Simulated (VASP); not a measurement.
```xyz
6
Lattice="4.8707 0.0000 0.0000 -2.4353 4.2182 0.0000 0.0000 0.0000 7.6520" Properties=species:S:1:pos:R:3 pbc="T T T"
Ca    -2.4353     4.2182     5.7390
Ca     0.0000     0.0000     1.9130
In     0.0000     2.8121     7.2817
In     2.4354     1.4060     0.3703
In     2.4354     1.4060     3.4557
In     0.0000     2.8121     4.1963
```

The numbers are results of PBEsol GGA with spin-orbit coupling, VASP's PBE PAW potentials (set 64) (plane waves; VASP 6.6.1), not measurements. Numerical set-up: 400 eV cut-off, 7×7×4 Γ-centred mesh, Gaussian smearing of 0.050 eV, potentials Ca_sv In_d.

Problem. Give the energies of bands 65 to 78 at the high-symmetry points, in eV from the Fermi level.

Solution. 
| band | Γ | M | K | A | L | H |
|---|---|---|---|---|---|---|
| 65 | -1.02 | -2.65 | -3.68 | -0.58 | -1.51 | -2.99 |
| 66 | -1.02 | -2.65 | -3.68 | -0.58 | -1.51 | -2.99 |
| 67 | 0.06 | -1.76 | -1.96 | -0.58 | -1.51 | -2.96 |
| 68 | 0.06 | -1.76 | -1.96 | -0.58 | -1.51 | -2.96 |
| 69 | 0.45 | -1.68 | -1.86 | -0.34 | -1.17 | -0.81 |
| 70 | 0.45 | -1.68 | -1.86 | -0.34 | -1.17 | -0.81 |
| 71 | 0.92 | -1.27 | -1.77 | -0.34 | -1.17 | -0.75 |
| 72 | 0.92 | -1.27 | -1.77 | -0.34 | -1.17 | -0.75 |
| 73 | 1.00 | -0.26 | 1.41 | 0.70 | 0.63 | 0.94 |
| 74 | 1.00 | -0.26 | 1.41 | 0.70 | 0.63 | 0.94 |
| 75 | 1.05 | 1.35 | 1.93 | 0.70 | 0.63 | 0.95 |
| 76 | 1.05 | 1.35 | 1.93 | 0.70 | 0.63 | 0.95 |
| 77 | 1.17 | 2.26 | 2.17 | 1.41 | 1.16 | 2.28 |
| 78 | 1.17 | 2.26 | 2.17 | 1.41 | 1.16 | 2.28 |

It has no gap at this level: it comes out as a metal or semimetal.

The structure comes from a computed database's CaIn2 entry (P6_3/mmc); how it stands against other phases isn't given here. It was relaxed first.
